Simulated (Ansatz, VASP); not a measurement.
# K4Mg2Sc2Al12Si15O55 (glassy 58SiO2-23Al2O3-8K2O-8MgO-4Sc2O3 (mol %)): VASP beside Ansatz, part 2 of 3

Wanted: the spread between two codes on one cell, functional and k mesh. Of the first pair: The structure shown is the start of the Ansatz relaxation below; VASP solves that cell, so the two are compared at the walk's first step.

VASP 6.6.1 and Ansatz 0.2.0.

So far: The structure; Ansatz: relaxation, PBE.

## 3. VASP: single point, PBE, start cell, pair 1

Level of this step: PBE; plane waves and PAW (Si, Al, K_sv, Mg, Sc_sv, O) (VASP).

The same cell, functional and mesh now go to VASP, with its own data sets.

Lines of VASP's logs that name or quote its potential files are left out, and so is its time.

INCAR

```
SYSTEM = K4Mg2Sc2Al12Si15O55
PREC = Accurate
ENCUT = 520
EDIFF = 1E-06
NELM = 120
ISMEAR = 0
SIGMA = 0.01
LREAL = Auto
ALGO = Normal
GGA = PE
NBANDS = 312
LASPH = .TRUE.
LORBIT = 11
LWAVE = .FALSE.
LCHARG = .FALSE.
ISIF = 2
GGA_COMPAT = .FALSE.
EFERMI = MIDGAP
NCORE = 2
```

POSCAR

```
K4Mg2Sc2Al12Si15O55
1.0
   10.3930200000      0.0000000000      0.0000000000
    0.0000000000     10.3930200000      0.0000000000
    0.0000000000      0.0000000000     10.3930200000
Si Al K Mg Sc O
15 12 4 2 2 55
Direct
    0.0285768718      0.5023467673      0.4123440540
    0.2228995999      0.0118829753      0.5614729886
    0.3981422147      0.3862688612      0.6322320173
    0.8347814206      0.7657928109      0.6305578167
    0.9920023246      0.1128642108      0.7269205678
    0.2361969861      0.7090143192      0.5085528557
    0.6030297257      0.3748188688      0.1306838628
    0.7684869268      0.8038760630      0.9093891862
    0.2258438837      0.3937354109      0.2048490237
    0.1762817737      0.0123640674      0.1959199540
    0.7561036157      0.0272298139      0.5655430279
    0.6048867413      0.7231776712      0.2556042421
    0.8401311650      0.2471370208      0.0379966554
    0.3787542023      0.6983629397      0.0443759369
    0.5145087761      0.9465679851      0.9855364466
    0.4748956511      0.9937053907      0.2698445688
    0.0422879971      0.4768200196      0.9895391330
    0.4091977115      0.6560075897      0.7437587920
    0.3733178614      0.2247566155      0.3835073925
    0.7345122015      0.5390925833      0.4504754152
    0.0051765512      0.9924641731      0.0000481092
    0.4434899577      0.5164523882      0.3672657226
    0.0945538448      0.7412667348      0.0646876461
    0.8141425688      0.6022888439      0.0915325863
    0.4803319920      0.9646666705      0.6996618885
    0.0999709420      0.6815247156      0.7687852039
    0.0875972528      0.4003167511      0.6995271827
    0.9539286945      0.7981414449      0.3392180521
    0.2778884290      0.2477047095      0.9070414567
    0.7312888843      0.4634552806      0.7562575652
    0.7903573745      0.9779544348      0.2159237642
    0.9927432065      0.1620414470      0.4312702179
    0.2327235010      0.9432869368      0.8788013494
    0.5697958822      0.2215525420      0.8564017004
    0.6706135464      0.2462037021      0.3642059767
    0.5037515563      0.0374578323      0.8600195131
    0.3350902817      0.4909352623      0.2437308886
    0.7339830001      0.2591065927      0.1632153118
    0.3031361433      0.9946194658      0.6962268907
    0.2166165369      0.8651864424      0.5050216395
    0.1882224801      0.0557874420      0.0457326167
    0.3882413389      0.8582106067      0.9887597638
    0.8175583228      0.8862390335      0.5315105715
    0.6376779800      0.8599521602      0.9651188971
    0.0243047738      0.4223603919      0.5452698061
    0.4970836196      0.6956592020      0.1448760803
    0.3114205496      0.9695738101      0.2497541619
    0.2430477378      0.6910792051      0.1055419888
    0.5689299164      0.8611452687      0.3108143735
    0.5498882904      0.3750305493      0.2706335598
    0.0829017937      0.0729335650      0.2983444658
    0.7870667044      0.6548818342      0.9327221539
    0.1266330672      0.7758957454      0.9003638981
    0.3595586268      0.6466840245      0.4503503313
    0.2849797268      0.2562585274      0.2460208871
    0.5115067613      0.1321944921      0.3549305207
    0.9254672848      0.1252475219      0.0592994144
    0.0249590591      0.2576729382      0.7553338683
    0.8491756968      0.0851244393      0.6787921124
    0.2509857577      0.3874523478      0.6796965656
    0.0749637738      0.8863737393      0.1422300736
    0.6919259272      0.4924555134      0.1076395504
    0.0453862304      0.0249013280      0.8369174696
    0.9877494703      0.6152013563      0.0808330976
    0.2920517809      0.1224379439      0.4867786264
    0.1741745903      0.4107756937      0.0623302948
    0.1035598892      0.4185212768      0.3061285363
    0.3930233945      0.6274692053      0.9101589336
    0.3972185178      0.3734814327      0.4755691801
    0.5305772528      0.0258538904      0.1116614805
    0.0637928148      0.5222158718      0.8232063443
    0.9803406517      0.7377066531      0.6705173280
    0.7960823707      0.1173960985      0.4422487400
    0.7049827673      0.3859994496      0.4928596308
    0.8862390335      0.5358404006      0.3661303452
    0.8827463047      0.8790034081      0.9765592677
    0.6016441804      0.6070035466      0.3609826595
    0.6108234180      0.0201288942      0.6096976625
    0.7487717718      0.7238127128      0.1969206256
    0.4713548131      0.2732699446      0.7017883156
    0.4734042656      0.8025482487      0.7141812486
    0.1137782858      0.6313371859      0.4462995356
    0.4648504477      0.5182997820      0.6735963175
    0.7714215887      0.6431335646      0.5732693673
    0.2394106814      0.6762904334      0.6690836735
    0.7515139969      0.2287111927      0.9146619558
    0.7697666318      0.8222441600      0.7577297071
    0.9180584662      0.3758772715      0.0222938087
    0.0782448220      0.0711246587      0.5938793536
    0.5232742745      0.3257474728      0.0150966707
```

KPOINTS

```
Automatic mesh
0
Gamma
1 1 1
0 0 0
```

The projector-augmented-wave data sets are Si, Al, K_sv, Mg, Sc_sv and O (PBE family, release 64).

On the command line:

```console
$ mpirun -np 8 vasp_gam
```

Numbers of over 12 decimals in the logs are rounded to 6 here.

The log of the run:

```text
[banner, memory and clock lines left out]
running    8 mpi-ranks, on    1 nodes
[...]
LDA part: xc-table for (Slater+PW92), standard interpolation
 POSCAR, INCAR and KPOINTS ok, starting setup
[...]
entering main loop
       N       E                     dE             d eps       ncg     rms          rms(c)
DAV:   1     0.527434857376E+04    0.52743E+04   -0.28133E+05   632   0.157E+03
DAV:   2    -0.260684547804E+03   -0.55350E+04   -0.53360E+04   760   0.416E+02
DAV:   3    -0.732796843979E+03   -0.47211E+03   -0.46332E+03   760   0.147E+02
DAV:   4    -0.768762705141E+03   -0.35966E+02   -0.35801E+02  1024   0.514E+01
[...]
DAV:  18    -0.662570415642E+03    0.37458E-05   -0.28791E-05   968   0.172E-02    0.878E-03
DAV:  19    -0.662570415792E+03   -0.15002E-06   -0.10138E-05   744   0.754E-03    0.667E-03
DAV:  20    -0.662570415855E+03   -0.62566E-07   -0.12113E-06   464   0.347E-03
   1 F= -.66257042E+03 E0= -.66257042E+03  d E =0.000000E+00
```

From OUTCAR (step 3):

```text
  Total       52.8019286     67.8212476     50.7904076     -0.8188283    -10.9749391     -2.2245507
  in kB       75.3589916     96.7945862     72.4881459     -1.1686329    -15.6634495     -3.1748821
  external PRESSURE =      81.5472413 kB  Pullay stress =       0.0000000 kB

 POSITION                                       TOTAL-FORCE (eV/Angst)
 -----------------------------------------------------------------------------------
      0.29700      5.22090      4.28550         0.979199      0.051148      0.545970
      2.31660      0.12350      5.83540         0.249839     -0.567241      0.596799
      4.13790      4.01450      6.57080        -1.320840      1.160000      0.505970
      8.67590      7.95890      6.55340         0.799317      0.720980      1.515198
     10.30990      1.17300      7.55490         0.463719     -0.472920     -1.118507
      2.45480      7.36880      5.28540        -0.315845     -0.689855      0.782291
      6.26730      3.89550      1.35820         2.625542     -0.823991     -0.235667
      7.98690      8.35470      9.45130         0.552030      0.101552     -0.172775
      2.34720      4.09210      2.12900        -0.012688      0.164054      1.849321
      1.83210      0.12850      2.03620         0.273688     -0.685534     -0.693480
      7.85820      0.28300      5.87770         0.948094     -0.556734      0.843853
      6.28660      7.51600      2.65650        -0.400969      0.507471     -1.529251
      8.73150      2.56850      0.39490        -1.182946      0.035143      0.565206
[...]
-----------------------------------------------------------------------------------
    total drift:                                0.000914      0.009886      0.022131

  FREE ENERGIE OF THE ION-ELECTRON SYSTEM (eV)
  ---------------------------------------------------
  free  energy   TOTEN  =      -662.5704158549 eV

  energy  without entropy=     -662.5704158549  energy(sigma->0) =     -662.57041585

[... 3 further parts left out ...]
[key lines of the parts left out:]
E-fermi :   4.4066
```

The run ends at a pressure of 8.15 GPa, with forces up to 3.6 eV/Å.

## 4. Differences

Known differences besides the potentials themselves: fixed occupations in Ansatz, narrow Gaussian smearing in VASP; the data sets hold 504 valence electrons in Ansatz (on its default PAW (the set named soft_2) files) and 488 in VASP; the cutoff is 420 eV in Ansatz and 520 eV in VASP (PREC = Accurate, projectors in real space). Total energies have different zeros and are not compared.

Forces on 8 of the 90 atoms, those with the largest forces and the largest differences (eV/Å; atoms numbered as in POSCAR):

```tsv
atom	Ansatz x, y, z	VASP x, y, z
Si7	2.619, -0.817, -0.226	2.626, -0.824, -0.236
Si14	1.020, 1.562, -0.923	1.048, 1.565, -0.883
O50	-1.360, 0.127, 2.632	-1.432, 0.173, 2.684
O51	-1.653, 0.790, 1.400	-1.703, 0.837, 1.463
O54	1.647, -0.278, -0.607	1.718, -0.326, -0.645
O80	1.575, -1.816, 1.371	1.567, -1.836, 1.330
O86	-1.765, -0.087, -2.170	-1.746, -0.093, -2.202
O90	-1.804, -1.287, -2.769	-1.847, -1.285, -2.774
```

The forces differ by 27 meV/Å r.m.s., which is 3.2 % of the r.m.s. force of 0.853 eV/Å (both taken over all components).

## 5. Ansatz: relaxation, PBE

This run makes the geometry at which the two programs are then compared. The cell compared in this pair holds 1192.23 Å³, against 1122.60 Å³ for the pair before.

The structure compared here is the end of the Ansatz relaxation.

input.yaml

```yaml
crystal:
  lattice:
    - [10.39302, 0.0, 0.0]
    - [0.0, 10.39302, 0.0]
    - [0.0, 0.0, 10.39302]
  atoms:
    - { symbol: Si, position: [0.02858, 0.50235, 0.41234] }
    - { symbol: Si, position: [0.2229, 0.01188, 0.56147] }
    - { symbol: Si, position: [0.39814, 0.38627, 0.63223] }
    - { symbol: Si, position: [0.83478, 0.76579, 0.63056] }
    - { symbol: Si, position: [0.992, 0.11286, 0.72692] }
    - { symbol: Si, position: [0.2362, 0.70901, 0.50855] }
    - { symbol: Si, position: [0.60303, 0.37482, 0.13068] }
    - { symbol: Si, position: [0.76849, 0.80388, 0.90939] }
    - { symbol: Si, position: [0.22584, 0.39374, 0.20485] }
    - { symbol: Si, position: [0.17628, 0.01236, 0.19592] }
    - { symbol: Si, position: [0.7561, 0.02723, 0.56554] }
    - { symbol: Si, position: [0.60489, 0.72318, 0.2556] }
    - { symbol: Si, position: [0.84013, 0.24714, 0.038] }
    - { symbol: Si, position: [0.37875, 0.69836, 0.04438] }
    - { symbol: Si, position: [0.51451, 0.94657, 0.98554] }
    - { symbol: Al, position: [0.4749, 0.99371, 0.26984] }
    - { symbol: Al, position: [0.04229, 0.47682, 0.98954] }
    - { symbol: Al, position: [0.4092, 0.65601, 0.74376] }
    - { symbol: Al, position: [0.37332, 0.22476, 0.38351] }
    - { symbol: Al, position: [0.73451, 0.53909, 0.45048] }
    - { symbol: Al, position: [0.00518, 0.99246, 5.0e-05] }
    - { symbol: Al, position: [0.44349, 0.51645, 0.36727] }
    - { symbol: Al, position: [0.09455, 0.74127, 0.06469] }
    - { symbol: Al, position: [0.81414, 0.60229, 0.09153] }
    - { symbol: Al, position: [0.48033, 0.96467, 0.69966] }
    - { symbol: Al, position: [0.09997, 0.68152, 0.76879] }
    - { symbol: Al, position: [0.0876, 0.40032, 0.69953] }
    - { symbol: K, position: [0.95393, 0.79814, 0.33922] }
    - { symbol: K, position: [0.27789, 0.2477, 0.90704] }
    - { symbol: K, position: [0.73129, 0.46346, 0.75626] }
    - { symbol: K, position: [0.79036, 0.97795, 0.21592] }
    - { symbol: Mg, position: [0.99274, 0.16204, 0.43127] }
    - { symbol: Mg, position: [0.23272, 0.94329, 0.8788] }
    - { symbol: Sc, position: [0.5698, 0.22155, 0.8564] }
    - { symbol: Sc, position: [0.67061, 0.2462, 0.36421] }
    - { symbol: O, position: [0.50375, 0.03746, 0.86002] }
    - { symbol: O, position: [0.33509, 0.49094, 0.24373] }
    - { symbol: O, position: [0.73398, 0.25911, 0.16322] }
    - { symbol: O, position: [0.30314, 0.99462, 0.69623] }
    - { symbol: O, position: [0.21662, 0.86519, 0.50502] }
    - { symbol: O, position: [0.18822, 0.05579, 0.04573] }
    - { symbol: O, position: [0.38824, 0.85821, 0.98876] }
    - { symbol: O, position: [0.81756, 0.88624, 0.53151] }
    - { symbol: O, position: [0.63768, 0.85995, 0.96512] }
    - { symbol: O, position: [0.0243, 0.42236, 0.54527] }
    - { symbol: O, position: [0.49708, 0.69566, 0.14488] }
    - { symbol: O, position: [0.31142, 0.96957, 0.24975] }
    - { symbol: O, position: [0.24305, 0.69108, 0.10554] }
    - { symbol: O, position: [0.56893, 0.86115, 0.31081] }
    - { symbol: O, position: [0.54989, 0.37503, 0.27063] }
    - { symbol: O, position: [0.0829, 0.07293, 0.29834] }
    - { symbol: O, position: [0.78707, 0.65488, 0.93272] }
    - { symbol: O, position: [0.12663, 0.7759, 0.90036] }
    - { symbol: O, position: [0.35956, 0.64668, 0.45035] }
    - { symbol: O, position: [0.28498, 0.25626, 0.24602] }
    - { symbol: O, position: [0.51151, 0.13219, 0.35493] }
    - { symbol: O, position: [0.92547, 0.12525, 0.0593] }
    - { symbol: O, position: [0.02496, 0.25767, 0.75533] }
    - { symbol: O, position: [0.84918, 0.08512, 0.67879] }
    - { symbol: O, position: [0.25099, 0.38745, 0.6797] }
    - { symbol: O, position: [0.07496, 0.88637, 0.14223] }
    - { symbol: O, position: [0.69193, 0.49246, 0.10764] }
    - { symbol: O, position: [0.04539, 0.0249, 0.83692] }
    - { symbol: O, position: [0.98775, 0.6152, 0.08083] }
    - { symbol: O, position: [0.29205, 0.12244, 0.48678] }
    - { symbol: O, position: [0.17417, 0.41078, 0.06233] }
    - { symbol: O, position: [0.10356, 0.41852, 0.30613] }
    - { symbol: O, position: [0.39302, 0.62747, 0.91016] }
    - { symbol: O, position: [0.39722, 0.37348, 0.47557] }
    - { symbol: O, position: [0.53058, 0.02585, 0.11166] }
    - { symbol: O, position: [0.06379, 0.52222, 0.82321] }
    - { symbol: O, position: [0.98034, 0.73771, 0.67052] }
    - { symbol: O, position: [0.79608, 0.1174, 0.44225] }
    - { symbol: O, position: [0.70498, 0.386, 0.49286] }
    - { symbol: O, position: [0.88624, 0.53584, 0.36613] }
    - { symbol: O, position: [0.88275, 0.879, 0.97656] }
    - { symbol: O, position: [0.60164, 0.607, 0.36098] }
    - { symbol: O, position: [0.61082, 0.02013, 0.6097] }
    - { symbol: O, position: [0.74877, 0.72381, 0.19692] }
    - { symbol: O, position: [0.47135, 0.27327, 0.70179] }
    - { symbol: O, position: [0.4734, 0.80255, 0.71418] }
    - { symbol: O, position: [0.11378, 0.63134, 0.4463] }
    - { symbol: O, position: [0.46485, 0.5183, 0.6736] }
    - { symbol: O, position: [0.77142, 0.64313, 0.57327] }
    - { symbol: O, position: [0.23941, 0.67629, 0.66908] }
    - { symbol: O, position: [0.75151, 0.22871, 0.91466] }
    - { symbol: O, position: [0.76977, 0.82224, 0.75773] }
    - { symbol: O, position: [0.91806, 0.37588, 0.02229] }
    - { symbol: O, position: [0.07824, 0.07112, 0.59388] }
    - { symbol: O, position: [0.52327, 0.32575, 0.0151] }
kpoints:
  mp_grid: { grid: [1, 1, 1] }
hamiltonian:
  xc: pbe
scf:
  occupations: { method: fixed }
output:
  forces: true
relax:
  f_tol: 0.05
  max_steps: 200
  cell: {}
```

On the command line:

```console
$ ansatz run input.yaml --threads 4 --pin off --max-ram 8192MiB --backend cpu --events-out ev --progress --plain --runs-dir out
```

The log of the run:

```text
[...]
Crystal: 90 atoms, lattice volume = 1122.601 Å³
Basis set: ecut = 420 eV, 21975 PW (Γ), exchange–correlation on 144×144×144 points (8 copies of the dense FFT grid, shifted against one another)
Bands: 342, of which v1, the nominal top of the filled ones, is band 252 counted from 1 (251 counted from 0)
Symmetry: 1 space group operations
[...]
k-points: 1
[...]
- { symbol: O, position: [0.732931, 0.277159, 0.151682] }
    - { symbol: O, position: [0.304083, 0.984865, 0.704241] }
    - { symbol: O, position: [0.218831, 0.856925, 0.502368] }
    - { symbol: O, position: [0.152685, 0.00767545, 0.046002] }
    - { symbol: O, position: [0.382813, 0.850601, 0.975502] }
    - { symbol: O, position: [0.820371, 0.895656, 0.537302] }
[...]
- { symbol: O, position: [0.769757, 0.852567, 0.764373] }
    - { symbol: O, position: [0.902134, 0.386951, -0.014527] }
    - { symbol: O, position: [0.078988, 0.057937, 0.579242] }
    - { symbol: O, position: [0.516516, 0.325697, 0.012685] }
[key lines of the parts left out:]
P = ⅓ Tr σ = 0.0107 GPa (0.107 kbar)
```

(Part 2 of 3 ends here.)

[Lines on the potential files, build, host, timing and source positions are cut from VASP's logs without a mark.]

[Logs are printed without paths, hosts, clocks, repeated set-up lines and the standing remarks that a program may print on its own settings, such as how far it seeks lower states.]

[Hosts, paths, dates, database ids (printed as entryN), source tags and the programs' standing remarks are cut or masked in the printed files.]
